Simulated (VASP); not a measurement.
Given:

```yaml
crystal:
  lattice:
    - [-1.57115, 1.57115, 1.57115]
    - [1.57115, -1.57115, 1.57115]
    - [1.57115, 1.57115, -1.57115]
  atoms:
    - { symbol: W, position: [0.00000, 0.00000, 0.00000] }
```

All values below come from LDA (Ceperley-Alder, Perdew-Zunger) with spin-orbit coupling, VASP's LDA PAW potentials (set 64) (plane waves; VASP 6.6.1). Numerical set-up: 400 eV cut-off, 15×15×15 Γ-centred mesh, Gaussian smearing of 0.050 eV, potentials W_sv.

Q: Give the energies of bands 9 to 20 at the high-symmetry points, in eV from the Fermi level.

A: 
| band | Γ | H | N | P |
|---|---|---|---|---|
| 9 | -9.70 | -6.08 | -6.45 | -3.39 |
| 10 | -9.70 | -6.08 | -6.45 | -3.39 |
| 11 | -1.55 | -6.08 | -3.76 | -2.83 |
| 12 | -1.55 | -6.08 | -3.76 | -2.83 |
| 13 | -1.55 | 5.01 | 0.92 | -2.83 |
| 14 | -1.55 | 5.01 | 0.92 | -2.83 |
| 15 | -1.03 | 5.01 | 2.08 | 3.27 |
| 16 | -1.03 | 5.01 | 2.08 | 3.27 |
| 17 | 2.23 | 5.73 | 3.10 | 3.27 |
| 18 | 2.23 | 5.73 | 3.10 | 3.27 |
| 19 | 2.23 | 7.06 | 6.29 | 6.79 |
| 20 | 2.23 | 7.06 | 6.29 | 6.79 |

It has no gap at this level: it comes out as a metal or semimetal.

The compound is W in the bcc structure. It was relaxed first.
